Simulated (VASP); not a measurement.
A run of VASP 6.6.1 is set up as follows.

File INCAR:

```
PREC     = Accurate       # precision mode
ENCUT    = 520            # plane-wave cutoff, eV
EDIFF    = 1E-7           # SCF threshold, eV
ISMEAR   = 0              # smearing method
SIGMA    = 0.1            # smearing width, eV
LREAL    = False          # projectors in reciprocal space
LASPH    = True           # aspherical terms in the spheres
NELM     = 100            # most SCF steps
ALGO     = Fast           # electronic algorithm
ISIF     = 2              # what is computed and relaxed
LWAVE    = False          # write WAVECAR
LCHARG   = True           # write CHGCAR
GGA      = PE             # functional
LELF     = True           # ELF
LVHAR    = True         
NBANDS   = 26             # bands
```

The input KPOINTS:

```
Automatic mesh
0
Gamma
  4 4 4
```

The input POSCAR:

```
Rb3N2
1.0
    6.1396122700      0.0000000000      0.0000000000
    0.0000000000      6.1396122700      0.0000000000
    0.0000000000      0.0000000000      4.2698120800
Rb N
3 2
Direct
    0.0000000000      0.5000000000      0.0000000000
    0.5000000000      0.0000000000      0.0000000000
    0.0000000000      0.0000000000      0.0000000000
    0.5000000000      0.5000000000      0.0000000000
    0.5000000000      0.5000000000      0.5000000000
```

Potentials or basis: VASP PAW PBE potentials, release 64 (Rb_sv, N).

Run with:

```bash
$ cat potpaw_PBE.64/Rb_sv/POTCAR potpaw_PBE.64/N/POTCAR > POTCAR
$ mpirun -np 1 vasp_std > vasp.out
```

Task: Estimate the pressure.

Result: -1.2 GPa.

Task: Estimate the band gap on the k mesh.

Result: None (metal or under the smearing width).

Stress tensor (GPa, compression positive):
```
 2.09  0.00  0.00
 0.00  2.09  0.00
 0.00  0.00 -7.82
```

Caveat: the k mesh is coarse (spacing up to 0.37 Å⁻¹), so the values aren't converged.
